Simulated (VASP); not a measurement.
Wanted: the native input for a VASP 6.6.1 run.

```
Task                   : relaxation of cell and atoms
Functional             : PBE
Potentials or basis    : VASP PAW PBE potentials, release 64 (Ti_sv, Mo_sv, Se)
Cutoff                 : 520 eV
k mesh                 : 3 × 3 × 3
Occupations            : gaussian, width 0.15 eV
Spin                   : no spin polarisation
Further INCAR settings : PREC = Normal; ALGO = Fast; EDIFF = 0.0001; IBRION = 2; EDIFFG = -0.08; NSW = 24; ISIF = 3
```

The structure of TiMoSe3 lies in POSCAR:

```
TiMoSe3
1.0
    4.6838316600      0.0000000000      0.0000000000
    0.0000000000      4.6838316600      0.0000000000
    0.0000000000      0.0000000000      4.6838316600
Ti Mo Se
1 1 3
Direct
    0.0000000000      0.0000000000      0.0000000000
    0.5000000000      0.5000000000      0.5000000000
    0.5000000000      0.5000000000      0.0000000000
    0.0000000000      0.5000000000      0.5000000000
    0.5000000000      0.0000000000      0.5000000000
```

The cell was built by a generator and needn't be a form met in nature.

The input as run:

INCAR

```
ALGO     = Fast           # electronic algorithm
EDIFF    = 1E-4           # SCF threshold, eV
EDIFFG   = -0.08          # ionic threshold
ENCUT    = 520            # plane-wave cutoff, eV
GGA      = PE             # functional
IBRION   = 2              # ionic algorithm
ISIF     = 3              # what is computed and relaxed
ISMEAR   = 0              # smearing method
LASPH    = True           # aspherical terms in the spheres
LCHARG   = False          # write CHGCAR
LREAL    = False          # projectors in reciprocal space
LWAVE    = False          # write WAVECAR
NELM     = 60             # most SCF steps
NSW      = 24             # ionic steps
PREC     = Normal         # precision mode
SIGMA    = 0.15           # smearing width, eV
```

KPOINTS

```
k-points
0
Gamma
  3 3 3
```

Potentials or basis: VASP PAW PBE potentials, release 64 (Ti_sv, Mo_sv, Se).

Command:

```bash
$ cat potpaw_PBE.64/Ti_sv/POTCAR potpaw_PBE.64/Mo_sv/POTCAR potpaw_PBE.64/Se/POTCAR > POTCAR
$ mpirun -np 1 vasp_std > vasp.out
```

Results of the run:

```
Relaxed volume                         : 23.72 Å³/atom
Relaxed cell                           : a = 4.913 Å, b = 4.913 Å, c = 4.913 Å, α = 90.00°, β = 90.00°, γ = 90.00°
Space group after relaxing (to 0.05 Å) : Pm-3m (No. 221)
Energy gained by relaxing              : 139.0 meV/atom
Ionic steps                            : 9
Pressure after relaxing                : 0.0 GPa
```

Caveat: the k mesh is coarse (spacing up to 0.45 Å⁻¹), so the values aren't converged; the volume moved by over 15 % at a fixed basis, so the end points are rough.

Run time: 2.4 min on 1 thread of Intel(R) Xeon(R) 6975P-C (Granite Rapids), on a shared host, peak memory 0.17 GiB.
